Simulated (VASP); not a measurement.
Level of theory: optB86b-vdW, VASP's PBE PAW potentials (set 64) (plane waves; VASP).

VASP input:

### POSCAR
```
Fe
1
   -1.4017638984     1.4017638984     1.4017638984
    1.4017638984    -1.4017638984     1.4017638984
    1.4017638984     1.4017638984    -1.4017638984
Fe
1
Direct
  0.0000000000   0.0000000000   0.0000000000
```

### KPOINTS
```
k-points along high-symmetry lines
15
Line-mode
Reciprocal
  0.000000   0.000000   0.000000 ! GAMMA
  0.500000  -0.500000   0.500000 ! H

  0.500000  -0.500000   0.500000 ! H
  0.000000  -0.000000   0.500000 ! N

  0.000000  -0.000000   0.500000 ! N
  0.000000   0.000000   0.000000 ! GAMMA

  0.000000   0.000000   0.000000 ! GAMMA
  0.250000   0.250000   0.250000 ! P

  0.250000   0.250000   0.250000 ! P
  0.500000  -0.500000   0.500000 ! H

  0.250000   0.250000   0.250000 ! P
  0.000000  -0.000000   0.500000 ! N
```

INCAR:
```
AGGAC = 0.0
ALGO = Normal
EDIFF = 1E-7
ENCUT = 520
GGA = MK
ICHARG = 11
ISMEAR = 0
ISPIN = 2
LASPH = T
LCHARG = F
LMAXMIX = 4
LORBIT = 11
LREAL = F
LUSE_VDW = T
LWAVE = F
MAGMOM = 2.1
NELM = 100
PARAM1 = 0.1234
PARAM2 = 1.0
PREC = Accurate
SIGMA = 0.05
SYSTEM = Fe
```

POTCAR, in this order: Fe (PBE.64 set). Program: vasp_std. Read from the step before: CHGCAR.

The resulting files:

File OUTCAR:
```
 ion  position               nearest neighbor table
   1  0.000  0.000  0.000-
  LATTYP: Found a body centered cubic cell.
 ALAT       =     2.8035277968
 Subroutine PRICEL returns:
 Original cell was already a primitive cell.
 Subroutine GETGRP returns: Found 48 space group operations
The static configuration has the point symmetry O_h .
The dynamic configuration has the point symmetry O_h .
The overall configuration has the point symmetry O_h .
 Subroutine INISYM returns: Found 48 space group operations
   k-points           NKPTS =     90   k-points in BZ     NKDIM =     90   number of bands    NBANDS=      9
   number of dos      NEDOS =    301   number of ions     NIONS =      1
   total plane-waves  NPLWV =   5832
   dimension x,y,z NGX =    18 NGY =   18 NGZ =   18
   dimension x,y,z NGXF=    36 NGYF=   36 NGZF=   36
   ions per type =               1
   PREC   = accura    normal or accurate (medium, high low for compatibility)
   ISTART =      0    job   : 0-new  1-cont  2-samecut
   ICHARG =     11    charge: 1-file 2-atom 10-const
   ISPIN  =      2    spin polarized calculation?
   LNONCOLLINEAR =      F non collinear calculations
   LSORBIT =      F    spin-orbit coupling
   INIWAV =      1    electr: 0-lowe 1-rand  2-diag
   ENCUT  =  520.0 eV  38.22 Ry    6.18 a.u.   4.51  4.51  4.51*2*pi/ulx,y,z
   NELM   =    100;   NELMIN=  2; NELMDL= -5     # of ELM steps
   EDIFF  = 0.1E-06   stopping-criterion for ELM
   LREAL  =      F    real-space projection
   NLSPLINE    = F    spline interpolate recip. space projectors
   LMAXMIX     =    4 max onsite mixed and CHGCAR
   VOSKOWN=      0    Vosko Wilk Nusair interpolation
   EDIFFG = 0.1E-05   stopping-criterion for IOM
   NSW    =      0    number of steps for IOM
   NBLOCK =      1;   KBLOCK =      1    inner block; outer block
   IBRION =     -1    ionic relax: 0-MD 1-quasi-New 2-CG
   NFREE  =      0    steps in history (QN), initial steepest desc. (CG)
   ISIF   =      2    stress and relaxation
   ISYM   =      2    0-nonsym 1-usesym 2-fastsym
   TEIN   =    0.0    initial temperature
   TEBEG  =    0.0;   TEEND  =   0.0 temperature during run
...
```

**OSZICAR**
```
       N       E                     dE             d eps       ncg     rms          rms(c)
DAV:   1     0.181181398567E+02    0.18118E+02   -0.42376E+03  3416   0.110E+03
DAV:   2    -0.614904889427E+01   -0.24267E+02   -0.22125E+02  3327   0.130E+02
DAV:   3    -0.644939810687E+01   -0.30035E+00   -0.29692E+00  3926   0.193E+01
DAV:   4    -0.645057635049E+01   -0.11782E-02   -0.11781E-02  3620   0.107E+00
DAV:   5    -0.645058680638E+01   -0.10456E-04   -0.10456E-04  3546   0.862E-02
DAV:   6    -0.645058695854E+01   -0.15216E-06   -0.15145E-06  3507   0.967E-03
DAV:   7    -0.645058696012E+01   -0.15817E-08   -0.22704E-08  2907   0.113E-03
   1 F= -.64505870E+01 E0= -.64490849E+01  d E =-.300413E-02  mag=     2.1225
```

**OUTCAR**
```



 magnetization (x)

# of ion       s       p       d       tot
------------------------------------------
    1       -0.007  -0.028   2.164   2.129
```
(Selected blocks of OUTCAR.)

OUTCAR:
```
 val. band max:        6.2291154365   @ k =   0.4643  -0.4643   0.5000

 cond. band min:       6.2395111948   @ k =   0.4286  -0.4286   0.5000



 spin component 1

 k-point     1 :       0.0000    0.0000    0.0000
  band No.  band energies     occupation
      1      -2.5882      1.00000
      2       3.6837      1.00000
      3       3.6837      1.00000
      4       3.6837      1.00000
      5       5.0153      1.00000
      6       5.0153      1.00000
      7      31.3796      0.00000
      8      31.3796      0.00000
      9      31.3797      0.00000

 k-point     2 :       0.0357   -0.0357    0.0357
  band No.  band energies     occupation
      1      -2.4795      1.00000
      2       3.6827      1.00000
      3       3.6827      1.00000
      4       3.7141      1.00000
      5       4.9649      1.00000
      6       5.0351      1.00000
      7      30.6747      0.00000
      8      31.2948      0.00000
      9      31.2948      0.00000

 k-point     3 :       0.0714   -0.0714    0.0714
  band No.  band energies     occupation
      1      -2.1586      1.00000
      2       3.6833      1.00000
      3       3.6833      1.00000
      4       3.8040      1.00000
      5       4.8163      1.00000
      6       5.0930      1.00000
      7      29.3000      0.00000
      8      30.8948      0.00000
      9      30.8948      0.00000

 k-point     4 :       0.1071   -0.1071    0.1071
  band No.  band energies     occupation
      1      -1.6419      1.00000
      2       3.6956      1.00000
      3       3.6956      1.00000
      4       3.9494      1.00000
      5       4.5761      1.00000
      6       5.1859      1.00000
      7      27.8930      0.00000
      8      29.9409      0.00000
      9      29.9409      0.00000

 k-point     5 :       0.1429   -0.1429    0.1429
  band No.  band energies     occupation
      1      -0.9613      1.00000
      2       3.7337      1.00000
...
```

The density is held fixed in this step, so its total energy and stress have no physical meaning.

The compound is Fe in the bcc structure. It was relaxed first, which changed the volume by -7 %.
